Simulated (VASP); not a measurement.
Output of a VASP run:

**OSZICAR**
```
...
RMM:   3    -0.346035380806E+03   -0.17985E-03   -0.13920E-03   692   0.998E-02    0.139E-01
RMM:   4    -0.346035215957E+03    0.16485E-03   -0.54710E-04   683   0.620E-02    0.275E-02
RMM:   5    -0.346035218699E+03   -0.27419E-05   -0.86328E-05   547   0.221E-02
  10 F= -.34603522E+03 E0= -.34603272E+03  d E =-.451620E-02  mag=     0.9952
       N       E                     dE             d eps       ncg     rms          rms(c)
DAV:   1    -0.346038021772E+03   -0.28058E-02   -0.16479E-01   670   0.744E-01    0.137E-01
RMM:   2    -0.346038444248E+03   -0.42248E-03   -0.46802E-03   660   0.198E-01    0.136E-01
RMM:   3    -0.346038525706E+03   -0.81459E-04   -0.19979E-03   701   0.125E-01    0.125E-01
RMM:   4    -0.346038404574E+03    0.12113E-03   -0.50802E-04   681   0.643E-02    0.317E-02
RMM:   5    -0.346038413477E+03   -0.89034E-05   -0.13678E-04   626   0.282E-02    0.202E-02
RMM:   6    -0.346038416708E+03   -0.32307E-05   -0.27183E-05   454   0.154E-02
  11 F= -.34603842E+03 E0= -.34603649E+03  d E =-.319801E-02  mag=     0.9953
       N       E                     dE             d eps       ncg     rms          rms(c)
DAV:   1    -0.346039199812E+03   -0.78633E-03   -0.12054E-01   680   0.637E-01    0.115E-01
RMM:   2    -0.346039503801E+03   -0.30399E-03   -0.33765E-03   660   0.166E-01    0.111E-01
RMM:   3    -0.346039573131E+03   -0.69330E-04   -0.14021E-03   701   0.105E-01    0.107E-01
RMM:   4    -0.346039484840E+03    0.88291E-04   -0.37323E-04   677   0.555E-02    0.269E-02
RMM:   5    -0.346039490917E+03   -0.60770E-05   -0.96020E-05   564   0.236E-02
  12 F= -.34603949E+03 E0= -.34603795E+03  d E =-.427222E-02  mag=     0.9951
       N       E                     dE             d eps       ncg     rms          rms(c)
DAV:   1    -0.346041220839E+03   -0.17360E-02   -0.15568E-01   670   0.733E-01    0.148E-01
RMM:   2    -0.346041601724E+03   -0.38088E-03   -0.44784E-03   660   0.177E-01    0.794E-02
RMM:   3    -0.346041813300E+03   -0.21158E-03   -0.15662E-03   678   0.108E-01    0.143E-01
RMM:   4    -0.346041660508E+03    0.15279E-03   -0.71724E-04   706   0.755E-02    0.375E-02
RMM:   5    -0.346041666599E+03   -0.60914E-05   -0.11995E-04   595   0.266E-02    0.208E-02
RMM:   6    -0.346041668865E+03   -0.22662E-05   -0.24663E-05   446   0.137E-02
  13 F= -.34604167E+03 E0= -.34604042E+03  d E =-.217795E-02  mag=     0.9936
       N       E                     dE             d eps       ncg     rms          rms(c)
DAV:   1    -0.346041865530E+03   -0.19893E-03   -0.29427E-02   712   0.318E-01    0.635E-02
RMM:   2    -0.346041936213E+03   -0.70684E-04   -0.84178E-04   660   0.772E-02    0.315E-02
RMM:   3    -0.346041954205E+03   -0.17991E-04   -0.21106E-04   678   0.389E-02    0.331E-02
RMM:   4    -0.346041954007E+03    0.19815E-06   -0.89488E-05   532   0.269E-02
  14 F= -.34604195E+03 E0= -.34604081E+03  d E =-.246309E-02  mag=     0.9927
       N       E                     dE             d eps       ncg     rms          rms(c)
DAV:   1    -0.346043026351E+03   -0.10721E-02   -0.84471E-02   686   0.555E-01    0.129E-01
RMM:   2    -0.346043275764E+03   -0.24941E-03   -0.29948E-03   660   0.142E-01    0.683E-02
RMM:   3    -0.346043370863E+03   -0.95099E-04   -0.90644E-04   678   0.866E-02    0.904E-02
RMM:   4    -0.346043331467E+03    0.39396E-04   -0.46630E-04   704   0.612E-02    0.445E-02
RMM:   5    -0.346043324729E+03    0.67382E-05   -0.80123E-05   539   0.251E-02
  15 F= -.34604332E+03 E0= -.34604227E+03  d E =-.137072E-02  mag=     0.9899
```

### OUTCAR
```
------------------------ aborting loop because EDIFF is reached ----------------------------------------
  FORCE on cell =-STRESS in cart. coord.  units (eV):
  Direction    XX          YY          ZZ          XY          YZ          ZX
  --------------------------------------------------------------------------------------
  Total       -8.8382981    -10.4082360     -5.3449766      0.1447112     -0.2295534     -3.5628406
  in kB      -10.8236987    -12.7463012     -6.5456512      0.1772185     -0.2811193     -4.3631831
  external PRESSURE =     -10.0385504 kB  Pullay stress =       0.0000000 kB
  volume of cell :     1308.29
      direct lattice vectors                 reciprocal lattice vectors
    10.937074700  0.000000000  0.000000000     0.091432127  0.000000000  0.000000000
     0.000000000 10.937074700  0.000000000     0.000000000  0.091432127  0.000000000
     0.000000000  0.000000000 10.937074700     0.000000000  0.000000000  0.091432127
 POSITION                                       TOTAL-FORCE (eV/Angst)
 -----------------------------------------------------------------------------------
      5.46913      0.00002      0.00384        -0.002458     -0.006776     -0.003378
      6.84832      1.37317      1.37683        -0.003156     -0.010039     -0.007044
      8.20777      2.72782     10.93524         0.009895     -0.009221     -0.008243
      9.58695      4.08635      1.35793        -0.004695     -0.000915      0.007578
      8.20256     10.93251      2.73913         0.005933     -0.005768     -0.000031
      9.55477      1.38306      4.09741         0.001643     -0.004767      0.000456
      0.00060     10.93536      0.00217         0.003028      0.005895      0.001524
      1.37117      1.36132      1.37653        -0.003997     -0.011458     -0.001487
      2.73005      2.72681      0.00472        -0.013410     -0.009950      0.008667
      4.10625      4.09986      1.36041        -0.013428     -0.003035      0.005933
      5.46955      5.47211      0.00192         0.002601      0.001859     -0.001902
      6.84311      6.83839      1.35627         0.003992      0.000480      0.007163
      8.20434      8.21008     10.93187         0.007278      0.010512      0.001753
      9.57298      9.57318      1.36961         0.005459      0.000462     -0.000541
      2.74440      0.00533      2.75051        -0.009355      0.003984      0.002840
      4.11302      1.38748      4.11395         0.008631      0.016361      0.005969
      5.47097      2.75638      2.74353         0.000873     -0.000174     -0.006435
      6.80512      4.20772      4.09088        -0.023026     -0.003278     -0.011012
      8.22434      5.47199      2.70629        -0.023001      0.005373      0.011395
      9.57257      6.83066      4.09821        -0.006833     -0.001287      0.004321
      5.47007      0.00482      5.47123        -0.004893     -0.003771     -0.001826
      6.82436      1.38908      6.82843        -0.004415      0.007276     -0.004716
      8.16944      2.77666      5.46669        -0.007548      0.006735     -0.007651
      9.56815      4.10539      6.83078        -0.006752      0.000782     -0.009031
      8.19211      0.00405      8.19093        -0.000368      0.013398      0.000856
      9.56691      1.36038      9.56446        -0.004981     -0.017262      0.001284
     10.93504      5.47375      0.00395         0.007949     -0.007317     -0.006141
      1.37625      6.85236      1.37984        -0.002437     -0.009321      0.005929
      2.73393      8.20949      0.00538        -0.007328      0.013977      0.002840
      4.09396      9.57262      1.37942         0.010354      0.001306      0.009711
      0.00583      2.72947      2.73941         0.008908     -0.002008     -0.002667
      1.36909      4.10383      4.11119         0.015268      0.007456     -0.001487
      2.75478      5.45037      2.74949         0.002073     -0.003966     -0.005193
      4.18152      6.76613      4.14123         0.001585     -0.000619     -0.022199
      5.47963      8.18003      2.74601         0.005392      0.008583     -0.015072
      6.82961      9.56896      4.10573        -0.001030     -0.008567      0.001396
     10.93562      0.00143      5.47247         0.004948     -0.008798     -0.003900
      1.38096      1.38117      6.84574        -0.000553      0.001148     -0.004577
      2.76438      2.77246      5.47598         0.018085      0.013578      0.001797
      4.12950      4.20181      6.85281         0.018484     -0.003704      0.008963
      6.75937      6.76646      6.79233        -0.006458      0.001270      0.026478
      8.17035      8.16488      5.45683        -0.021524     -0.019483     -0.001436
      9.55354      9.56172      6.83967         0.000813      0.001277     -0.003227
      2.73505     10.93118      8.20101        -0.004512     -0.011311      0.003065
      4.09023      1.36997      9.56522        -0.000309     -0.003952      0.003693
      5.46440      2.75442      8.19940        -0.000740      0.000765      0.010872
      6.83200      4.09977      9.57867        -0.004002     -0.004203      0.003612
      8.17999      5.45034      8.18867         0.004140      0.002890      0.008547
      9.56091      6.84948      9.55880         0.000315      0.002914     -0.001561
      0.00264      8.20582      2.74086        -0.000378      0.008584      0.002949
      1.38289      9.56280      4.10203         0.003612     -0.007327      0.010769
      0.00120      5.47197      5.47088        -0.001547     -0.001563      0.002070
      1.36827      6.82979      6.84189         0.005690      0.000986     -0.000947
      2.77053      8.16201      5.48149         0.006939     -0.000756     -0.002460
      4.10839      9.56760      6.83363         0.003284     -0.004525     -0.000723
     10.93074      2.72985      8.20244        -0.008192      0.000358      0.002255
...
```
(Selected blocks of OUTCAR.)

### POSCAR
```
NiSi63
1
   10.9370747000     0.0000000000     0.0000000000
    0.0000000000    10.9370747000     0.0000000000
   -0.0000000000    -0.0000000000    10.9370747000
Si Ni
63 1
Direct
  0.5000000000   0.0000000000   0.0000000000
  0.6250000000   0.1250000000   0.1250000000
  0.7500000000   0.2500000000   0.0000000000
  0.8750000000   0.3750000000   0.1250000000
  0.7500000000   0.0000000000   0.2500000000
  0.8750000000   0.1250000000   0.3750000000
  0.0000000000   0.0000000000   0.0000000000
  0.1250000000   0.1250000000   0.1250000000
  0.2500000000   0.2500000000   0.0000000000
  0.3750000000   0.3750000000   0.1250000000
  0.5000000000   0.5000000000   0.0000000000
  0.6250000000   0.6250000000   0.1250000000
  0.7500000000   0.7500000000   0.0000000000
  0.8750000000   0.8750000000   0.1250000000
  0.2500000000   0.0000000000   0.2500000000
  0.3750000000   0.1250000000   0.3750000000
  0.5000000000   0.2500000000   0.2500000000
  0.6254290000   0.3793020000   0.3786580000
  0.7500000000   0.5000000000   0.2500000000
  0.8750000000   0.6250000000   0.3750000000
  0.5000000000   0.0000000000   0.5000000000
  0.6250000000   0.1250000000   0.6250000000
  0.7500000000   0.2500000000   0.5000000000
  0.8750000000   0.3750000000   0.6250000000
  0.7500000000   0.0000000000   0.7500000000
  0.8750000000   0.1250000000   0.8750000000
  0.0000000000   0.5000000000   0.0000000000
  0.1250000000   0.6250000000   0.1250000000
  0.2500000000   0.7500000000   0.0000000000
  0.3750000000   0.8750000000   0.1250000000
  0.0000000000   0.2500000000   0.2500000000
  0.1250000000   0.3750000000   0.3750000000
  0.2500000000   0.5000000000   0.2500000000
  0.3759740000   0.6267570000   0.3753710000
  0.5000000000   0.7500000000   0.2500000000
  0.6250000000   0.8750000000   0.3750000000
  0.0000000000   0.0000000000   0.5000000000
  0.1250000000   0.1250000000   0.6250000000
  0.2500000000   0.2500000000   0.5000000000
  0.3761170000   0.3793120000   0.6265250000
  0.6228090000   0.6212300000   0.6266010000
  0.7500000000   0.7500000000   0.5000000000
  0.8750000000   0.8750000000   0.6250000000
  0.2500000000   0.0000000000   0.7500000000
  0.3750000000   0.1250000000   0.8750000000
  0.5000000000   0.2500000000   0.7500000000
  0.6250000000   0.3750000000   0.8750000000
  0.7500000000   0.5000000000   0.7500000000
  0.8750000000   0.6250000000   0.8750000000
  0.0000000000   0.7500000000   0.2500000000
  0.1250000000   0.8750000000   0.3750000000
  0.0000000000   0.5000000000   0.5000000000
  0.1250000000   0.6250000000   0.6250000000
  0.2500000000   0.7500000000   0.5000000000
  0.3750000000   0.8750000000   0.6250000000
  0.0000000000   0.2500000000   0.7500000000
  0.1250000000   0.3750000000   0.8750000000
  0.2500000000   0.5000000000   0.7500000000
  0.3750000000   0.6250000000   0.8750000000
  0.5000000000   0.7500000000   0.7500000000
  0.6250000000   0.8750000000   0.8750000000
  0.0000000000   0.7500000000   0.7500000000
  0.1250000000   0.8750000000   0.8750000000
  0.4995110000   0.4974630000   0.5035510000
```

Problem. Reconstruct the remaining input files.

Solution. One answer among several that fit: the input of the run itself, PBE GGA, plane waves, VASP's PBE PAW potentials (set 64).

INCAR:
```
ALGO = Fast
EDIFF = 1E-5
EDIFFG = -0.03
ENCUT = 400
GGA = PE
IBRION = 2
ISIF = 2
ISMEAR = 0
ISPIN = 2
ISYM = 0
LASPH = .TRUE.
LCHARG = .FALSE.
LMAXMIX = 4
LORBIT = 10
LREAL = Auto
LWAVE = .TRUE.
MAGMOM = 0.0 0.0 0.0 0.0 0.0 0.0 0.0 0.0 0.0 0.0 0.0 0.0 0.0 0.0 0.0 0.0 0.0 0.0 0.0 0.0 0.0 0.0 0.0 0.0 0.0 0.0 0.0 0.0 0.0 0.0 0.0 0.0 0.0 0.0 0.0 0.0 0.0 0.0 0.0 0.0 0.0 0.0 0.0 0.0 0.0 0.0 0.0 0.0 0.0 0.0 0.0 0.0 0.0 0.0 0.0 0.0 0.0 0.0 0.0 0.0 0.0 0.0 0.0 3.0
NELECT = 261.0
NELM = 100
NELMIN = 4
NSW = 60
PREC = Normal
SIGMA = 0.05
SYSTEM = NiSi63
```

File KPOINTS:
```
Automatic
0
Gamma
 1 1 1
0 0 0
```

POTCAR, in this order: Si Ni (PBE.64 set). Program: vasp_gam.

The cell is charged, with a uniform compensating background. The supercell is sampled at Γ alone, which is coarse: total energies, pressure and levels can be off, energies of defects by several tenths of an eV.

The cell is a supercell with a defect, built from Si (diamond): Ni_Si, charge +1.
